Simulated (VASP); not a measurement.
The system is GdN.

```
CELL_PARAMETERS angstrom
2.50500 -2.50500 0.00000
2.50500 2.50500 0.00000
0.00000 0.00000 5.01000
ATOMIC_POSITIONS crystal
Gd 0.00000 0.00000 0.00000
Gd 0.50000 0.50000 0.50000
N 0.50000 0.50000 0.00000
N 0.00000 0.00000 0.50000
```

The cell comes from a database or a generator and needn't be the stable form of this composition.

Base run:

- Program: VASP 6.6.1
- Functional: PBE
- Potentials or basis: VASP PAW PBE potentials, release 64 (Gd, N)
- Cutoff: 520 eV
- k mesh: 8 × 8 × 6
- Occupations: fermi-dirac, width 0.05 eV
- Spin: collinear spin, ferromagnetic start
- Starting moments: [7.0, 7.0, 0.0, 0.0] μB
- Hubbard terms: Gd f U = 8 eV

Its results: band gap on the k mesh none (metal or under the smearing width); pressure 0.3 GPa; net moment 14.00 μB per cell; site moments Gd +6.88; N -0.12 μB.

**Question.** The run is repeated on the same cell with these changes: spin from collinear spin, ferromagnetic start to collinear spin, antiferromagnetic start; moments at the start from [7.0, 7.0, 0.0, 0.0] to [7.0, -7.0, 0.0, 0.0]. What comes out?

**Answer.** Band gap on the k mesh 0.03 eV; pressure 0.2 GPa; net moment 0.00 μB per cell; site moments Gd +6.87, -6.87; N -0.04, +0.04 μB.

Caveats: spin-orbit coupling is left out, which moves the levels of the heavy elements.

A k mesh can miss the band edges.
